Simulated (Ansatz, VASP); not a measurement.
Given: the input of a run of Ansatz 0.2.0 on Co. 

The input input.yaml:

```yaml
crystal:
  lattice:
    - [2.34715, 0.0, 0.0]
    - [-1.17358, 2.03269, 0.0]
    - [0.0, 0.0, 23.8]
  atoms:
    - { symbol: Co, position: [0.0, 0.0, 0.29412], spin: 2.0 }
kpoints:
  mp_grid: { grid: [13, 13, 1] }
scf:
  occupations: { method: fermi_dirac, width: 0.05 }
hamiltonian:
  xc: pbe
  pseudopotentials: { kind: all_electron, lapw: { basis_error: 0.001 } }
magnetization:
  spin_polarized: true
output:
  forces: true
  stress: true
  eigenvalues: true
  populations: true
```

Potentials or basis: all-electron LAPW, scalar-relativistic.

Run with:

```bash
$ ansatz run input.yaml --threads 2 --pin off --max-ram 8192MiB --backend cpu --events-out ev --progress --plain --runs-dir out
```

**Question.** Set up the same calculation for VASP 6.6.1. Potentials or basis there: PBE PAW files Co, 520 eV.

**Answer.** As run (cutoffs and basis follow the program's own potentials, and thresholds, step limits or extra output files can differ):

INCAR

```
PREC     = Accurate       # precision mode
ENCUT    = 520            # plane-wave cutoff, eV
EDIFF    = 1E-7           # SCF threshold, eV
ISMEAR   = -1             # smearing method
SIGMA    = 0.05           # smearing width, eV
LREAL    = F              # projectors in reciprocal space
LASPH    = T              # aspherical terms in the spheres
NELM     = 150            # most SCF steps
ALGO     = Normal         # electronic algorithm
ISIF     = 2              # what is computed and relaxed
LWAVE    = F              # write WAVECAR
LCHARG   = F              # write CHGCAR
ISPIN    = 2              # spin polarisation
MAGMOM   = 2              # initial moments
LORBIT   = 11             # projections on sites
LMAXMIX  = 4              # l up to which the mixer works
LDIPOL   = T            
IDIPOL   = 3            
DIPOL    = 0.5 0.5 0.294
GGA      = PE             # functional
NBANDS   = 14             # bands
```

KPOINTS

```
Automatic mesh
0
Gamma
  13 13 1
```

Contents of POSCAR:

```
Co
1.0
    2.3471500000      0.0000000000      0.0000000000
   -1.1735800000      2.0326900000      0.0000000000
    0.0000000000      0.0000000000     23.8000000000
Co
1
Direct
    0.0000000000      0.0000000000      0.2941200000
```

Potentials or basis: VASP PAW PBE potentials, release 64 (Co).

Run with:

```sh
$ cat potpaw_PBE.64/Co/POTCAR > POTCAR
$ mpirun -np 1 vasp_std > vasp.out
```

Both were run:

|  | Ansatz | VASP |
| --- | --- | --- |
| Net moment | 1.72 μB per cell | 1.72 μB per cell |

Where Ansatz's input types no cutoff or centring, it takes its own default and a Γ-centred mesh.

The magnetic state is the one that the start led to; the real crystal's order can differ.
